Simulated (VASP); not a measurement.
An input for Ansatz (written as the equivalent of a VASP run, and not itself run):

Ansatz 0.2 input:
```yaml
crystal:
  lattice:
    - [0.0000000, 2.5200879, 2.5200879]
    - [2.5200879, 0.0000000, 2.5200879]
    - [2.5200879, 2.5200879, 0.0000000]
  atoms:
    - { symbol: Li, position: [0.0000000, 0.0000000, 0.0000000] }
    - { symbol: Cl, position: [0.5000000, 0.5000000, 0.5000000] }
kpoints:
  mp_grid: { grid: [9, 9, 9] }
hamiltonian:
  xc: r2scan
  pseudopotentials: { kind: paw }
scf:
  occupations: { method: gaussian, width: 0.05 }
  max_iter: 100
output: { forces: true, stress: true, eigenvalues: true }
```

Task: Write the VASP files for the same calculation (r2SCAN).

Result: One answer among several that fit: 
**KPOINTS**
```
Automatic mesh
0
gamma
  9 9 9
0 0 0
```

**INCAR**
```
SYSTEM = LiCl
PREC = Accurate
ENCUT = 520
EDIFF = 1E-7
NELM = 100
ALGO = Normal
LREAL = .FALSE.
LASPH = .TRUE.
ISMEAR = 0
SIGMA = 0.05
METAGGA = R2SCAN
LMIXTAU = .TRUE.
LWAVE = .FALSE.
LCHARG = .FALSE.
ISIF = 2
```

### POSCAR
```
LiCl
3.5639420
  0.0000000000   0.7071068729   0.7071068729
  0.7071068729   0.0000000000   0.7071068729
  0.7071068729   0.7071068729   0.0000000000
Li Cl
1 1
direct
  0.0000000000   0.0000000000   0.0000000000
  0.5000000000   0.5000000000   0.5000000000
```

POTCAR, in this order: Li_sv Cl (PBE.64 set). Program: vasp_std.

The two are equivalent in intent, not identical: each code has its own PAW files, so the cut-off isn't converted (ENCUT is set for VASP's; basis.ecutwfc is left out, and Ansatz then takes the one that its files recommend); Ansatz stops its SCF on the density residual and VASP on the energy change (EDIFF).

The compound is LiCl in the rock salt structure. This cell is one point of a volume scan, at 0.97 of the reference volume.
